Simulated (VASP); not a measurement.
# XPS shifts in BaAl20, part 3 of 3

Wanted: the chemical shifts that photoemission would resolve in BaAl20.

VASP 6.6.1, plane waves and PAW; the level of theory is named at each step.

So far. Step 2 (Relaxation): The forces on the free atoms are under 0.05 eV/Å, while the fixed ones keep up to 0.54 eV/Å. Step 4 (Core hole, atom Al3): This is the reference for holes on Al.

**5. Core hole, one more run**

Level of this step: final-state core hole with the electron kept at the Fermi level, PBE; plane waves and PAW (Al, Ba_sv_GW, Al) (VASP).

A run with a slip in its input follows, to show how it looks in the output.

Contents of INCAR:

```
SYSTEM = BaAl20
PREC = Normal
ENCUT = 330
EDIFF = 1E-05
NELM = 60
ISMEAR = 0
SIGMA = 0.1
LREAL = Auto
ALGO = Fast
GGA = PE
NBANDS = 56
LWAVE = .FALSE.
LCHARG = .FALSE.
NCORE = 8
ICORELEVEL = 2
CLNT = 1
CLN = 5
CLL = 0
CLZ = 1
ISIF = 0
```

Contents of POSCAR:

```
BaAl20
1.0
    8.0800000000      0.0000000000      0.0000000000
    0.0000000000      5.7134227920      0.0000000000
    0.0000000000      0.0000000000     22.8134227920
Al Ba Al
1 1 19
Direct
    0.5285166036      0.0000000000      0.5692839143
    0.2501464540      0.0000000000      0.6631087882
    0.9717425200      0.0000000000      0.5692714817
    0.0090529279      0.5000000000      0.5782077325
    0.4911050206      0.5000000000      0.5781935234
    0.2500540027      0.2471649081      0.5173466558
    0.7500780722      0.2640590345      0.5142682672
    0.2500540027      0.7528350919      0.5173466558
    0.7500780722      0.7359409655      0.5142682672
    0.0000000000      0.0000000000      0.4539744650
    0.5000000000      0.0000000000      0.4539744650
    0.0000000000      0.5000000000      0.4539744650
    0.5000000000      0.5000000000      0.4539744650
    0.2500000000      0.2500000000      0.3913641450
    0.7500000000      0.2500000000      0.3913641450
    0.2500000000      0.7500000000      0.3913641450
    0.7500000000      0.7500000000      0.3913641450
    0.0000000000      0.0000000000      0.3287538250
    0.5000000000      0.0000000000      0.3287538250
    0.0000000000      0.5000000000      0.3287538250
    0.5000000000      0.5000000000      0.3287538250
```

Contents of KPOINTS:

```
Automatic mesh
0
Gamma
3 4 1
0 0 0
```

Potentials, in the order of the species: Al, Ba_sv_GW and Al (PBE family, release 64).

Command:

```console
> mpirun -np 8 vasp_std
```

Output:

```text
[... set-up lines as in an earlier step ...]
 entering main loop
       N       E                     dE             d eps       ncg     rms          rms(c)
 -----------------------------------------------------------------------------
|                                                                             |
|     EEEEEEE  RRRRRR   RRRRRR   OOOOOOO  RRRRRR      ###     ###     ###     |
|     E        R     R  R     R  O     O  R     R     ###     ###     ###     |
|     E        R     R  R     R  O     O  R     R     ###     ###     ###     |
|     EEEEE    RRRRRR   RRRRRR   O     O  RRRRRR       #       #       #      |
|     E        R   R    R   R    O     O  R   R                               |
|     E        R    R   R    R   O     O  R    R      ###     ###     ###     |
|     EEEEEEE  R     R  R     R  OOOOOOO  R     R     ###     ###     ###     |
|                                                                             |
|     CORE_WAVE_FKT: solution not found within 1000 attempts                  |
|      n=5 l=0 j=0 energy interval: -1e-5 -1e-5                               |
|                                                                             |
|       ---->  I REFUSE TO CONTINUE WITH THIS SICK JOB ... BYE!!! <----       |
|                                                                             |
 -----------------------------------------------------------------------------

Abort(1) on node <host> (rank 0 in comm 0): application called MPI_Abort(MPI_COMM_WORLD, 1) - process 0
```

The job ended after 31 s (8 MPI ranks of Intel Xeon 6975P-C (Granite Rapids), shared host).

VASP stopped before it finished a first electronic cycle.

VASP's message: “CORE_WAVE_FKT: solution not found within 1000 attempts n=5 l=0 j=0 energy interval: -1e-5 -1e-5”. No number of this run is used.

Settings moved from the usual: CLN = 5 and CLL = 0.

**6. Core hole, atom Al4**

The same hole on the next atom.

INCAR, as its differences from that of step 5:

```diff
@@ -4,3 +4,3 @@
 EDIFF = 1E-05
-NELM = 60
+NELM = 120
 ISMEAR = 0
@@ -16,4 +16,4 @@
 CLNT = 1
-CLN = 5
-CLL = 0
+CLN = 2
+CLL = 1
 CLZ = 1
```

POSCAR, as its differences from that of step 5:

```diff
@@ -8,6 +8,6 @@
 Direct
-    0.5285166036      0.0000000000      0.5692839143
+    0.0090529279      0.5000000000      0.5782077325
     0.2501464540      0.0000000000      0.6631087882
     0.9717425200      0.0000000000      0.5692714817
-    0.0090529279      0.5000000000      0.5782077325
+    0.5285166036      0.0000000000      0.5692839143
     0.4911050206      0.5000000000      0.5781935234
```

KPOINTS is that of step 5.

Command:

```console
> mpirun -np 8 vasp_std
```

Output:

```text
[... set-up lines as in an earlier step ...]
 entering main loop
       N       E                     dE             d eps       ncg     rms          rms(c)
DAV:   1     0.234127155812E+03    0.23413E+03   -0.17380E+04   696   0.632E+02
DAV:   2    -0.595978695476E+02   -0.29373E+03   -0.27771E+03   984   0.189E+02
DAV:   3    -0.891246180158E+02   -0.29527E+02   -0.28972E+02   912   0.652E+01
DAV:   4    -0.909399485173E+02   -0.18153E+01   -0.18114E+01  1072   0.187E+01
[...]
RMM:  21    -0.816236189485E+02   -0.41721E-03   -0.14489E-04   863   0.229E-02    0.458E-02
RMM:  22    -0.816236298177E+02   -0.10869E-04   -0.21489E-05   709   0.198E-02    0.473E-02
RMM:  23    -0.816236318850E+02   -0.20672E-05   -0.70254E-06   668   0.138E-02
   1 F= -.81623632E+02 E0= -.81582738E+02  d E =-.817876E-01
```

Wall time 11 s (8 MPI ranks); peak memory 1.2 GiB.

Parts of OUTCAR (step 6):

```text
 POSITION                                       TOTAL-FORCE (eV/Angst)
 -----------------------------------------------------------------------------------
      0.07315      2.85671     13.19090         0.278396      0.000000     -0.590069
      2.02118      0.00000     15.12778        -0.095089      0.000000     -0.051362
      7.85168      0.00000     12.98703        -0.002406      0.000000      0.083190
      4.27041      0.00000     12.98731         0.070424      0.000000      0.063643
      3.96813      2.85671     13.19057        -0.035716      0.000000      0.087705
      2.02044      1.41216     11.80245        -0.165924      0.133028      0.077122
      6.06063      1.50868     11.73222         0.104642      0.149407     -0.058387
      2.02044      4.30127     11.80245        -0.165924     -0.133028      0.077122
      6.06063      4.20474     11.73222         0.104642     -0.149407     -0.058387
      0.00000      0.00000     10.35671        -0.041147      0.000000     -0.513725
      4.04000      0.00000     10.35671         0.061492      0.000000     -0.526164
      0.00000      2.85671     10.35671         0.211408      0.000000      0.165782
      4.04000      2.85671     10.35671        -0.243315      0.000000      0.015268
      2.02000      1.42836      8.92836        -0.005726      0.013679      0.070397
[...]
-----------------------------------------------------------------------------------
    total drift:                                0.000209      0.000000      0.004667

  FREE ENERGIE OF THE ION-ELECTRON SYSTEM (eV)
  ---------------------------------------------------
  free  energy   TOTEN  =       -81.6236318850 eV

  energy  without entropy=      -81.5418442564  energy(sigma->0) =      -81.58273807

[... 2 parts as in an earlier step ...]

[... 1 further part left out ...]
[key lines of the parts left out:]
E-fermi :   0.8969
```

Against the hole on Al3 the energy differs by +0.38 eV.

**7. Core hole, atom Al10**

The same hole on the next atom.

INCAR is that of step 6.

POSCAR, as its differences from that of step 6:

```diff
@@ -8,3 +8,3 @@
 Direct
-    0.0090529279      0.5000000000      0.5782077325
+    0.0000000000      0.0000000000      0.4539744650
     0.2501464540      0.0000000000      0.6631087882
@@ -12,2 +12,3 @@
     0.5285166036      0.0000000000      0.5692839143
+    0.0090529279      0.5000000000      0.5782077325
     0.4911050206      0.5000000000      0.5781935234
@@ -17,3 +18,2 @@
     0.7500780722      0.7359409655      0.5142682672
-    0.0000000000      0.0000000000      0.4539744650
     0.5000000000      0.0000000000      0.4539744650
```

KPOINTS is that of step 6.

Command:

```console
> mpirun -np 8 vasp_std
```

Output:

```text
[... set-up lines as in an earlier step ...]
 entering main loop
       N       E                     dE             d eps       ncg     rms          rms(c)
DAV:   1     0.235707006487E+03    0.23571E+03   -0.17398E+04   696   0.632E+02
DAV:   2    -0.609861103434E+02   -0.29669E+03   -0.28186E+03   992   0.190E+02
DAV:   3    -0.902892353891E+02   -0.29303E+02   -0.28770E+02   912   0.642E+01
DAV:   4    -0.921100121708E+02   -0.18208E+01   -0.18150E+01  1072   0.179E+01
[...]
RMM:  23    -0.817599568165E+02   -0.56141E-04   -0.10406E-05   703   0.112E-02    0.277E-03
RMM:  24    -0.817599696544E+02   -0.12838E-04   -0.42249E-06   670   0.119E-02    0.166E-03
RMM:  25    -0.817599739241E+02   -0.42697E-05   -0.20457E-06   629   0.741E-03
   1 F= -.81759974E+02 E0= -.81724598E+02  d E =-.707514E-01
```

Elapsed: 12 s, on 8 MPI ranks; peak memory 1.2 GiB.

Parts of OUTCAR (step 7):

```text
 POSITION                                       TOTAL-FORCE (eV/Angst)
 -----------------------------------------------------------------------------------
      0.00000      0.00000     10.35671        -0.071835      0.000000     -0.355903
      2.02118      0.00000     15.12778         0.002736      0.000000     -0.051167
      7.85168      0.00000     12.98703        -0.037304      0.000000     -0.232120
      4.27041      0.00000     12.98731         0.061829      0.000000      0.120978
      0.07315      2.85671     13.19090         0.123835      0.000000      0.066554
      3.96813      2.85671     13.19057        -0.085133      0.000000      0.088557
      2.02044      1.41216     11.80245        -0.053091     -0.001851     -0.207101
      6.06063      1.50868     11.73222         0.028593      0.027664     -0.303254
      2.02044      4.30127     11.80245        -0.053091      0.001851     -0.207101
      6.06063      4.20474     11.73222         0.028593     -0.027664     -0.303254
      4.04000      0.00000     10.35671         0.038775      0.000000     -0.512486
      0.00000      2.85671     10.35671         0.226130      0.000000     -0.031069
      4.04000      2.85671     10.35671        -0.211164      0.000000     -0.016164
      2.02000      1.42836      8.92836        -0.055665     -0.039389      0.143014
[...]
-----------------------------------------------------------------------------------
    total drift:                                0.003036      0.000000      0.000833

  FREE ENERGIE OF THE ION-ELECTRON SYSTEM (eV)
  ---------------------------------------------------
  free  energy   TOTEN  =       -81.7599739241 eV

  energy  without entropy=      -81.6892225431  energy(sigma->0) =      -81.72459823

[... 2 parts as in an earlier step ...]

[... 1 further part left out ...]
[key lines of the parts left out:]
E-fermi :   0.8942
```

Against the hole on Al3 the energy differs by +0.24 eV.

**8. Summary**

This step: core-level shifts, PBE; plane waves and PAW (VASP 6.6.1).

This step runs nothing: it gathers the runs above.

A positive shift is a higher binding energy. Cost is wall time times ranks on a shared host. Core-level shifts:

| atom | region | shell | Kohn-Sham level below the Fermi level (eV) | initial-state shift (eV) | final-state shift (eV) | shifts are from | cost (core minutes) |
| --- | --- | --- | --- | --- | --- | --- | --- |
| Al3 | layer 1 | 2p | 64.64 | 0 | 0 | Al3 | 1.55 |
| Al4 | layer 1 | 2p | 65.01 | 0.3717 | 0.3847 | Al3 | 1.44 |
| Al10 | layer 3 | 2p | 64.82 | 0.1834 | 0.2429 | Al3 | 1.6 |

**9. Results**

| Property | Result |
| --- | --- |
| Al4 2p (layer 1), from Al3 | initial state +0.37 eV, final state +0.38 eV |
| Al10 2p (layer 3), from Al3 | initial state +0.18 eV, final state +0.24 eV |

**Reading.** Against Al3, Al4 is shifted by +0.37 eV in the initial state and by +0.38 eV with the hole; against Al3, Al10 is shifted by +0.18 eV in the initial state and by +0.24 eV with the hole (energies extrapolated to zero smearing). Only these atoms were given a hole, so other sites aren't ranked. The difference of the two pictures holds the screening of the hole, but also the cell's limits: holes repeat 5.7 Å apart, and the electron from the core stays in the cell, where it moves the Fermi energy by -0.02 to -0.00 eV, less than the shifts themselves. Cell size, mesh and smearing weren't varied between the hole runs, and no dipole correction was applied to the slab. On their mesh the free atoms carry forces of up to 0.17 eV/Å, since the relaxation used another. The other core electrons are frozen, spin-orbit splitting and multiplets are absent, and only shifts between atoms of one element are meaningful. Not tabulated here, as repeats of values shown or as unfit to read for their mesh, reference level or band range: core levels (core hole).

[Lines on the potential files, build, host, timing and source positions are cut from VASP's logs without a mark.]

[Logs are printed without paths, hosts, clocks, repeated set-up lines and the standing remarks that a program may print on its own settings, such as how far it seeks lower states.]

[Hosts, paths, dates, database ids (printed as entryN), source tags and the programs' standing remarks are cut or masked in the printed files.]
